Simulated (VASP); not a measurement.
Consider the following.

```yaml
crystal:
  lattice:
    - [1.56601, -2.71241, 0.00000]
    - [1.56601, 2.71241, 0.00000]
    - [0.00000, 0.00000, 3.48212]
  atoms:
    - { symbol: Hf, position: [0.00000, 0.00000, 0.00000] }
    - { symbol: B, position: [0.33333, 0.66667, 0.50000] }
    - { symbol: B, position: [0.66667, 0.33333, 0.50000] }
```

Computed with r2SCAN meta-GGA, VASP's PBE PAW potentials (set 64) (plane waves; VASP). Settings: 520 eV cut-off, 13×13×10 Γ-centred mesh, tetrahedra with Blöchl corrections, potentials Hf_pv B.

### Question
Give the energies of bands 5 to 11 at the high-symmetry points, in eV from the Fermi level.

### Answer

| band | Γ | M | K | A | L | H |
|---|---|---|---|---|---|---|
| 5 | -3.36 | -10.05 | -9.21 | -9.11 | -8.35 | -10.04 |
| 6 | -3.34 | -4.64 | -8.39 | -1.49 | -5.49 | -6.15 |
| 7 | -3.27 | -3.92 | -3.01 | -1.49 | -5.21 | -3.68 |
| 8 | -3.27 | -3.22 | -3.01 | 0.14 | -3.24 | -3.68 |
| 9 | 4.03 | 1.94 | 1.55 | 0.14 | 3.92 | 4.56 |
| 10 | 4.03 | 2.65 | 1.55 | 0.86 | 4.18 | 5.55 |
| 11 | 4.71 | 5.66 | 3.49 | 0.86 | 6.31 | 6.99 |

It has no gap at this level: it comes out as a metal or semimetal.

The compound is HfB2 in the AlB2 type structure. It was relaxed first.
